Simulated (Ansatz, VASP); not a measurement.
Two plane-wave programs on Si2I

INCAR

```
SYSTEM = Si2I
PREC     = Accurate       ! precision mode
ENCUT    = 520            ! plane-wave cutoff, eV
EDIFF    = 1E-6           ! SCF threshold, eV
ISMEAR   = 0              ! smearing method
SIGMA    = 0.1            ! smearing width, eV
LREAL    = .FALSE.        ! projectors in reciprocal space
LASPH    = .TRUE.         ! aspherical terms in the spheres
NELM     = 80             ! most SCF steps
ALGO     = Normal         ! electronic algorithm
ISIF     = 2              ! what is computed and relaxed
LWAVE    = .FALSE.        ! write WAVECAR
LCHARG   = .TRUE.         ! write CHGCAR
GGA      = PE             ! functional
LELF     = .TRUE.         ! ELF
LVHAR    = .TRUE.       
NBANDS   = 24             ! bands
```

File KPOINTS:

```
regular mesh
0
G
  6 6 2
  0 0 0
```

The input POSCAR:

```
Si2I
1.0
    3.6143769800      0.0000000000      0.0000000000
    0.0000000000      3.6143769800      0.0000000000
    0.0000000000      0.0000000000     10.5293492300
Si I
4 2
Direct
    0.5000000000      0.0000000000      0.7552999900
    0.0000000000      0.5000000000      0.2447000100
    0.5000000000      0.0000000000      0.0776000000
    0.0000000000      0.5000000000      0.9224000000
    0.5000000000      0.0000000000      0.3664999900
    0.0000000000      0.5000000000      0.6335000100
```

Input for Ansatz:

```yaml
crystal:
  lattice:
    - [3.61437698, 0.0, 0.0]
    - [0.0, 3.61437698, 0.0]
    - [0.0, 0.0, 10.52934923]
  atoms:
    - { symbol: Si, position: [0.5, 0.0, 0.75529999] }
    - { symbol: Si, position: [0.0, 0.5, 0.24470001] }
    - { symbol: Si, position: [0.5, 0.0, 0.0776] }
    - { symbol: Si, position: [0.0, 0.5, 0.9224] }
    - { symbol: I, position: [0.5, 0.0, 0.36649999] }
    - { symbol: I, position: [0.0, 0.5, 0.63350001] }
basis:
  ecutwfc: 420
kpoints:
  mp_grid: { grid: [6, 6, 2] }
hamiltonian:
  xc: pbe
scf:
  occupations: { method: gaussian, width: 0.1 }
  lower_state_search: "off"
output:
  forces: true
  stress: true
  eigenvalues: true
```

Change from the starting cell: species swapped into the Ta2Se type (P4/nmm, No. 129).

Alike in both runs: task single point; functional PBE; k mesh 6 × 6 × 2; occupations gaussian, width 0.1 eV; no spin polarisation.

```csv
,VASP,Ansatz
version,VASP 6.6.1,Ansatz 0.2.0
potentials or method,"VASP PAW PBE potentials, release 64 (Si, I)","scalar-relativistic, plane waves, PAW"
plane-wave cutoff (eV),520,420
valence electrons in the cell,30,50
```

```csv
,VASP,Ansatz,Ansatz less VASP
gap on the k mesh at the Fermi level (eV),none,none,-
pressure (GPa),2.1,2.1,+0.02
largest component of the traceless stress (GPa),0.99,1.00,0.000
rms of the force components (eV/Å),0.642,0.644,+0.0020
```

Atom by atom the forces differ by 0.002 eV/Å (rms over components). A gap of «none» marks a metal or a gap that the smearing closes. The two sets of potentials don't hold the same shells in valence.

Caveats: forces of over 1 eV/Å show positions far from the minimum, so gaps and moduli don't describe the material at rest. Spin-orbit coupling is left out, which matters for the levels of I.
